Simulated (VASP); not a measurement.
The system is MgSn2N2.

```
CELL_PARAMETERS angstrom
3.25419 0.00000 0.00000
-1.62709 2.81821 0.00000
0.00000 0.00000 9.05935
ATOMIC_POSITIONS crystal
Mg 0.00000 0.00000 0.00000
Sn 0.66667 0.33333 0.28950
Sn 0.33333 0.66667 0.71050
N 0.66667 0.33333 0.85460
N 0.33333 0.66667 0.14540
```

The cell was built by a generator and needn't be a form met in nature.

Base run:

```yaml
Program: VASP 6.6.1
Functional: PBE
Potentials_or_basis: VASP PAW PBE potentials, release 64 (Mg, Sn_d, N)
Cutoff: 520 eV
k_mesh: 8 × 8 × 2
Occupations: gaussian, width 0.02 eV
Spin: no spin polarisation
```

Its results: band gap on the k mesh 0.88 eV, indirect (least direct gap 1.46 eV); pressure 0.0 GPa.

Problem. The run is repeated on the same cell with these changes: functional from PBE to HSE06; further incar settings from ALGO = Normal; EDIFF = 1e-06 to ALGO = Normal; EDIFF = 1e-05. What comes out?

Solution. Band gap on the k mesh 1.48 eV, indirect (least direct gap 2.21 eV); pressure -3.9 GPa.

Caveats: spin-orbit coupling is left out, which moves the levels of the heavy elements; the PAW data sets were made with another functional, which shifts forces and pressure a little (some runs).

A k mesh can miss the band edges.
